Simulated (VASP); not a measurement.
A 63-atom supercell of C (diamond) holds O on the C site with a neighbouring C vacancy in charge state +1. It is relaxed twice, with the total moment held at 1 and at 3 μB. All values below come from PBE GGA, VASP's PBE PAW potentials (set 64) (plane waves; VASP). Run with PREC = Normal, LREAL = Auto, ISYM = 0, NELECT = 253.0, EDIFF = 1E-5, 400 eV cut-off, 1×1×1 Γ-centred mesh, Gaussian smearing of 0.050 eV, potentials C O.

The cell is charged, with a uniform compensating background. The supercell is sampled at Γ alone, which is coarse: total energies, pressure and levels can be off, energies of defects by several tenths of an eV.

Task: Which spin state lies lower, and by how much?

Result: The state with 1 μB lies lower, by 1.23 eV.

The cell is a supercell with a defect, built from C (diamond).
